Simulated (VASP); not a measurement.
# KCl (Sylvite): GW quasiparticle gap, part 3 of 5

Wanted: how far GW moves the Kohn-Sham levels of KCl (Sylvite). The cell is of the rock-salt type, one of the forms listed for this formula. The start is a cell from a database of measured crystal structures.

VASP 6.6.1, plane waves and PAW; the level of theory is named at each step.

So far, quasiparticle gap on the mesh (eV): step 4 (evGW0) 8.59. Also gap on the k-mesh (eV): step 3 (empty bands, functional PBE) 5.19.

### 5. evGW

This step: evGW on PBE; plane waves and PAW (K_sv_GW, Cl_GW) (VASP 6.6.1).

The levels are updated in both G and W; wider gaps weaken the screening and open the gap further.

The input, INCAR:

```
SYSTEM = KCl
PREC = Accurate
ENCUT = 300
ISMEAR = 0
SIGMA = 0.01
LREAL = .FALSE.
GGA = PE
NBANDS = 408
ALGO = EVGW
NELMGW = 4
ENCUTGW = 200
NOMEGA = 64
PRECFOCK = Fast
NBANDSGW = 16
LWAVE = .FALSE.
LCHARG = .FALSE.
```

The input, POSCAR:

```
KCl
1.0
    0.0000000000      3.1464700000      3.1464700000
    3.1464700000      0.0000000000      3.1464700000
    3.1464700000      3.1464700000      0.0000000000
K Cl
1 1
Direct
    0.0000000000      0.0000000000      0.0000000000
    0.5000000000      0.5000000000      0.5000000000
```

The input, KPOINTS:

```
Automatic mesh
0
Gamma
4 4 4
0 0 0
```

The projector-augmented-wave data sets are K_sv_GW and Cl_GW (PBE family, release 64).

Command:

```
> mpirun -np 8 vasp_std
```

Log:

```text
[banner, memory and clock lines left out]
running    8 mpi-ranks, on    1 nodes
 distrk:  each k-point on    8 cores,    1 groups
 distr:  one band on    1 cores,    8 groups

 POSCAR found type information on POSCAR K Cl
 POSCAR found :  2 types and       2 ions
 [... a notice as in an earlier step ...]

 [... a notice as in an earlier step ...]

 LDA part: xc-table for (Slater+PW92), standard interpolation
 found WAVECAR, reading the header
 POSCAR, INCAR and KPOINTS ok, starting setup
 FFT: planning ... GRIDC
 FFT: planning ... GRID_SOFT
 FFT: planning ... GRID
 reading WAVECAR
 the WAVECAR file was read successfully
 initial charge from wavefunction
 available memory per node:     34.97 GB, setting MAXMEM to     35811

 The Fermi energy was updated, please check that it is located mid-gap
 values below the HOMO (VB) or above the LUMO (CB) will cause erroneous energies
 E-fermi :   1.9573

 calculate exact exchange contribution
 the WAVEDER file was read successfully
energies w=
    0.000    0.000    0.709    0.000    1.417    0.000    2.122    0.000
    2.822    0.000    3.516    0.000    4.203    0.000    4.883    0.000
    5.553    0.000    6.215    0.000    6.868    0.000    7.512    0.000
    8.146    0.000    8.773    0.000    9.391    0.000   10.002    0.000
   10.607    0.000   11.207    0.000   11.802    0.000   12.393    0.000
   12.982    0.000   13.570    0.000   14.159    0.000   14.749    0.000
   15.342    0.000   15.939    0.000   16.543    0.000   17.155    0.000
   17.776    0.000   18.410    0.000   19.057    0.000   19.720    0.000
   20.403    0.000   21.106    0.000   21.836    0.000   22.593    0.000
   23.383    0.000   24.211    0.000   25.080    0.000   25.998    0.000
   26.970    0.000   28.006    0.000   29.114    0.000   30.305    0.000
   31.593    0.000   32.992    0.000   34.523    0.000   36.208    0.000
   38.075    0.000   40.160    0.000   42.506    0.000   45.172    0.000
   48.232    0.000   51.782    0.000   55.954    0.000   60.931    0.000
   66.973    0.000   74.459    0.000   83.975    0.000   96.465    0.000
  113.562    0.000  138.349    0.000  177.444    0.000  248.076    0.000
 responsefunction array rank=     416
 LDA part: xc-table for (Slater+PW92), standard interpolation

 min. memory requirement per mpi rank    292.7 MB, per node   2341.8 MB

 allocating   8 responsefunctions rank=   416
 shmem allocating  64 responsefunctions rank=   416
 response function shared by NCSHMEM nodes    1
 Doing            8  frequencies on each core in blocks of           64
NQ=   1    0.0000    0.0000    0.0000,
|.........|.........|.........|.........|.........|.........|.........|.........
 performed        514000 updates of chi_q(r,r)
 total number of BLAS operations        694.67 Gflops
NQ=   2    0.2500    0.0000    0.0000,
|.........|.........|.........|.........|.........|.........|.........|.........
 performed       1498000 updates of chi_q(r,r)
 total number of BLAS operations       1904.39 Gflops
NQ=   3    0.5000    0.0000    0.0000,
|.........|.........|.........|.........|.........|.........|.........|.........
 performed       2247000 updates of chi_q(r,r)
 total number of BLAS operations       2825.21 Gflops
NQ=   4    0.2500    0.2500    0.0000,
|.........|.........|.........|.........|.........|.........|.........|.........
 performed       3139000 updates of chi_q(r,r)
 total number of BLAS operations       4055.14 Gflops
NQ=   5    0.5000    0.2500    0.0000,
|.........|.........|.........|.........|.........|.........|.........|.........
 performed       4331000 updates of chi_q(r,r)
 total number of BLAS operations       5574.50 Gflops
NQ=   6   -0.2500    0.2500    0.0000,
|.........|.........|.........|.........|.........|.........|.........|.........
 performed       5393000 updates of chi_q(r,r)
 total number of BLAS operations       6982.38 Gflops
NQ=   7    0.5000    0.5000    0.0000,
|.........|.........|.........|.........|.........|.........|.........|.........
 performed       6089000 updates of chi_q(r,r)
 total number of BLAS operations       7821.62 Gflops
NQ=   8   -0.2500    0.5000    0.2500,
|.........|.........|.........|.........|.........|.........|.........|.........
 performed       6994000 updates of chi_q(r,r)
 total number of BLAS operations       8957.88 Gflops
 resolving degeneracies of screened two electron integrals

 calculate QP shifts <psi_nk| G(iteration)W_0 |psi_nk>: iteration 1
 allocating   8 responsefunctions rank=   416
 shmem allocating  64 responsefunctions rank=   416
 response function shared by NCSHMEM nodes    1
 Doing            8  frequencies on each core in blocks of           64
NQ=   1    0.0000    0.0000    0.0000,
|.........|.........|.........|.........|.........|.........|.........|.........
 performed        514000 updates of chi_q(r,r)
 total number of BLAS operations        694.67 Gflops
NQ=   2    0.2500    0.0000    0.0000,
|.........|.........|.........|.........|.........|.........|.........|.........
 performed       1498000 updates of chi_q(r,r)
 total number of BLAS operations       1904.39 Gflops
NQ=   3    0.5000    0.0000    0.0000,
|.........|.........|.........|.........|.........|.........|.........|.........
 performed       2247000 updates of chi_q(r,r)
 total number of BLAS operations       2825.21 Gflops
NQ=   4    0.2500    0.2500    0.0000,
|.........|.........|.........|.........|.........|.........|.........|.........
 performed       3139000 updates of chi_q(r,r)
 total number of BLAS operations       4055.14 Gflops
NQ=   5    0.5000    0.2500    0.0000,
|.........|.........|.........|.........|.........|.........|.........|.........
 performed       4331000 updates of chi_q(r,r)
 total number of BLAS operations       5574.50 Gflops
NQ=   6   -0.2500    0.2500    0.0000,
|.........|.........|.........|.........|.........|.........|.........|.........
 performed       5393000 updates of chi_q(r,r)
 total number of BLAS operations       6982.38 Gflops
NQ=   7    0.5000    0.5000    0.0000,
|.........|.........|.........|.........|.........|.........|.........|.........
 performed       6089000 updates of chi_q(r,r)
 total number of BLAS operations       7821.62 Gflops
NQ=   8   -0.2500    0.5000    0.2500,
|.........|.........|.........|.........|.........|.........|.........|.........
 performed       6994000 updates of chi_q(r,r)
 total number of BLAS operations       8957.88 Gflops
 resolving degeneracies of screened two electron integrals

 calculate QP shifts <psi_nk| G(iteration)W_0 |psi_nk>: iteration 2
 allocating   8 responsefunctions rank=   416
 shmem allocating  64 responsefunctions rank=   416
 response function shared by NCSHMEM nodes    1
 Doing            8  frequencies on each core in blocks of           64
NQ=   1    0.0000    0.0000    0.0000,
|.........|.........|.........|.........|.........|.........|.........|.........
 performed        514000 updates of chi_q(r,r)
 total number of BLAS operations        694.67 Gflops
NQ=   2    0.2500    0.0000    0.0000,
|.........|.........|.........|.........|.........|.........|.........|.........
 performed       1498000 updates of chi_q(r,r)
 total number of BLAS operations       1904.39 Gflops
NQ=   3    0.5000    0.0000    0.0000,
|.........|.........|.........|.........|.........|.........|.........|.........
 performed       2247000 updates of chi_q(r,r)
 total number of BLAS operations       2825.21 Gflops
NQ=   4    0.2500    0.2500    0.0000,
|.........|.........|.........|.........|.........|.........|.........|.........
 performed       3139000 updates of chi_q(r,r)
 total number of BLAS operations       4055.14 Gflops
NQ=   5    0.5000    0.2500    0.0000,
|.........|.........|.........|.........|.........|.........|.........|.........
 performed       4331000 updates of chi_q(r,r)
 total number of BLAS operations       5574.50 Gflops
NQ=   6   -0.2500    0.2500    0.0000,
|.........|.........|.........|.........|.........|.........|.........|.........
 performed       5393000 updates of chi_q(r,r)
 total number of BLAS operations       6982.38 Gflops
NQ=   7    0.5000    0.5000    0.0000,
|.........|.........|.........|.........|.........|.........|.........|.........
 performed       6089000 updates of chi_q(r,r)
 total number of BLAS operations       7821.62 Gflops
NQ=   8   -0.2500    0.5000    0.2500,
|.........|.........|.........|.........|.........|.........|.........|.........
 performed       6994000 updates of chi_q(r,r)
 total number of BLAS operations       8957.88 Gflops
 resolving degeneracies of screened two electron integrals

 calculate QP shifts <psi_nk| G(iteration)W_0 |psi_nk>: iteration 3
 allocating   8 responsefunctions rank=   416
 shmem allocating  64 responsefunctions rank=   416
 response function shared by NCSHMEM nodes    1
 Doing            8  frequencies on each core in blocks of           64
NQ=   1    0.0000    0.0000    0.0000,
|.........|.........|.........|.........|.........|.........|.........|.........
 performed        514000 updates of chi_q(r,r)
 total number of BLAS operations        694.67 Gflops
NQ=   2    0.2500    0.0000    0.0000,
|.........|.........|.........|.........|.........|.........|.........|.........
 performed       1498000 updates of chi_q(r,r)
 total number of BLAS operations       1904.39 Gflops
NQ=   3    0.5000    0.0000    0.0000,
|.........|.........|.........|.........|.........|.........|.........|.........
 performed       2247000 updates of chi_q(r,r)
 total number of BLAS operations       2825.21 Gflops
NQ=   4    0.2500    0.2500    0.0000,
|.........|.........|.........|.........|.........|.........|.........|.........
 performed       3139000 updates of chi_q(r,r)
 total number of BLAS operations       4055.14 Gflops
NQ=   5    0.5000    0.2500    0.0000,
|.........|.........|.........|.........|.........|.........|.........|.........
 performed       4331000 updates of chi_q(r,r)
 total number of BLAS operations       5574.50 Gflops
NQ=   6   -0.2500    0.2500    0.0000,
|.........|.........|.........|.........|.........|.........|.........|.........
 performed       5393000 updates of chi_q(r,r)
 total number of BLAS operations       6982.38 Gflops
NQ=   7    0.5000    0.5000    0.0000,
|.........|.........|.........|.........|.........|.........|.........|.........
 performed       6089000 updates of chi_q(r,r)
 total number of BLAS operations       7821.62 Gflops
NQ=   8   -0.2500    0.5000    0.2500,
|.........|.........|.........|.........|.........|.........|.........|.........
 performed       6994000 updates of chi_q(r,r)
 total number of BLAS operations       8957.88 Gflops
 resolving degeneracies of screened two electron integrals

 calculate QP shifts <psi_nk| G(iteration)W_0 |psi_nk>: iteration 4
 entering main loop
```

Run time: 2.4 min. Hardware: 8 MPI ranks of Intel Xeon 6975P-C (Granite Rapids), shared host; peak memory 3.1 GiB.

Parts of OUTCAR (step 5):

```text
   NELECT =      16.0000    total number of electrons

 E-fermi :   1.9573

 QP shifts <psi_nk| G(iteration)W_0 |psi_nk>: iteration 2
 k-point   1 :       0.0000    0.0000    0.0000
  band No. old QP-enery  QP-energies   sigma(KS)   T+V_ion+V_H  V^pw_x(r,r')   Z            occupation Imag(sigma)
    ...
      5     -14.6384     -15.5342     -22.2250       6.5323     -24.6774       0.8497       2.0000       0.0493
      6      -2.8566      -3.5341     -17.2151      13.5534     -18.6366       0.8415       2.0000       0.0452
      7      -2.8566      -3.5341     -17.2151      13.5534     -18.6366       0.8415       2.0000       0.0452
      8      -2.8566      -3.5341     -17.2151      13.5534     -18.6366       0.8415       2.0000       0.0452
      9       5.2144       5.5168      -5.8658      11.4170      -3.1610       0.8978       0.0000      -0.0412
     10       9.3185       9.7376      -6.7718      16.5620      -3.8860       0.8885       0.0000      -0.0462
     11       9.3185       9.7376      -6.7718      16.5620      -3.8860       0.8885       0.0000      -0.0462
     12       9.3185       9.7376      -6.7718      16.5620      -3.8860       0.8885       0.0000      -0.0462
    ...

 k-point   2 :       0.2500    0.0000    0.0000
  band No. old QP-enery  QP-energies   sigma(KS)   T+V_ion+V_H  V^pw_x(r,r')   Z            occupation Imag(sigma)
    ...
      5     -14.3291     -15.2413     -22.0347       6.6209     -24.7379       0.8410       2.0000       0.0860
      6      -3.5156      -4.2096     -16.2459      11.9070     -17.6925       0.8429       2.0000       0.0462
      7      -3.0410      -3.7256     -16.9816      13.1274     -18.4174       0.8419       2.0000       0.0451
      8      -3.0410      -3.7256     -16.9816      13.1274     -18.4174       0.8419       2.0000       0.0451
      9       6.5475       6.8657      -6.4676      13.3723      -3.7029       0.8907       0.0000      -0.0414
     10       8.8132       9.2105      -6.5584      15.8189      -3.7186       0.8882       0.0000      -0.0455
     11      10.1846      10.6350      -7.0445      17.7368      -4.0549       0.8873       0.0000      -0.0495
     12      10.1846      10.6350      -7.0445      17.7368      -4.0549       0.8873       0.0000      -0.0495
    ...

 QP shifts <psi_nk| G(iteration)W_0 |psi_nk>: iteration 3
 k-point   1 :       0.0000    0.0000    0.0000
  band No. old QP-enery  QP-energies   sigma(KS)   T+V_ion+V_H  V^pw_x(r,r')   Z            occupation Imag(sigma)
    ...
      5     -15.5342     -15.7571     -22.3252       6.5323     -24.6774       0.8618       2.0000       0.0458
      6      -3.5341      -3.6956     -17.2771      13.5534     -18.6366       0.8519       2.0000       0.0380
      7      -3.5341      -3.6956     -17.2771      13.5534     -18.6366       0.8519       2.0000       0.0380
      8      -3.5341      -3.6956     -17.2771      13.5534     -18.6366       0.8519       2.0000       0.0380
      9       5.5168       5.5982      -5.8101      11.4170      -3.1610       0.9038       0.0000      -0.0385
     10       9.7376       9.8369      -6.7137      16.5620      -3.8860       0.8969       0.0000      -0.0420
     11       9.7376       9.8369      -6.7137      16.5620      -3.8860       0.8969       0.0000      -0.0420
     12       9.7376       9.8369      -6.7137      16.5620      -3.8860       0.8969       0.0000      -0.0420
    ...

 QP shifts <psi_nk| G(iteration)W_0 |psi_nk>: iteration 4
 k-point   1 :       0.0000    0.0000    0.0000
  band No. old QP-enery  QP-energies   sigma(KS)   T+V_ion+V_H  V^pw_x(r,r')   Z            occupation Imag(sigma)
    ...
      5     -15.7571     -15.8057     -22.3458       6.5323     -24.6774       0.8612       2.0000       0.0453
      6      -3.6956      -3.7342     -17.2941      13.5534     -18.6366       0.8563       2.0000       0.0371
      7      -3.6956      -3.7342     -17.2941      13.5534     -18.6366       0.8563       2.0000       0.0371
      8      -3.6956      -3.7342     -17.2941      13.5534     -18.6366       0.8563       2.0000       0.0371
      9       5.5982       5.6152      -5.8000      11.4170      -3.1610       0.9056       0.0000      -0.0361
     10       9.8369       9.8577      -6.7019      16.5620      -3.8860       0.8990       0.0000      -0.0413
     11       9.8369       9.8577      -6.7019      16.5620      -3.8860       0.8990       0.0000      -0.0413
     12       9.8369       9.8577      -6.7019      16.5620      -3.8860       0.8990       0.0000      -0.0413
    ...

[... 16 parts as in an earlier step ...]

[... 22 further parts left out ...]
```

Numbers from this step:

```
quasiparticle gap on the mesh                 : 9.349 eV
smallest direct quasiparticle gap on the mesh : 9.349 eV
```

QP gap by iteration, by row:

```csv
iteration,gap (eV),direct gap (eV)
1,8.071,8.071
2,9.051,9.051
3,9.294,9.294
4,9.349,9.349
```

GW takes the gap from 5.190 to 9.349 eV. That is +761 meV against evGW0 on PBE. The last pass still moved it by +56 meV. The value holds for 408 bands, ENCUTGW = 200 eV and this mesh, and isn't shown to be converged in them.

[end of part 3 of 5]

[Lines on the potential files, build, host, timing and source positions are cut from VASP's logs without a mark.]

[Logs are printed without paths, hosts, clocks, repeated set-up lines and the standing remarks that a program may print on its own settings, such as how far it seeks lower states.]

[Hosts, paths, dates, database ids (printed as entryN), source tags and the programs' standing remarks are cut or masked in the printed files.]

[Pressures printed for these runs are not shown converged in the cutoff: they can be off by several GPa and have the wrong sign.]
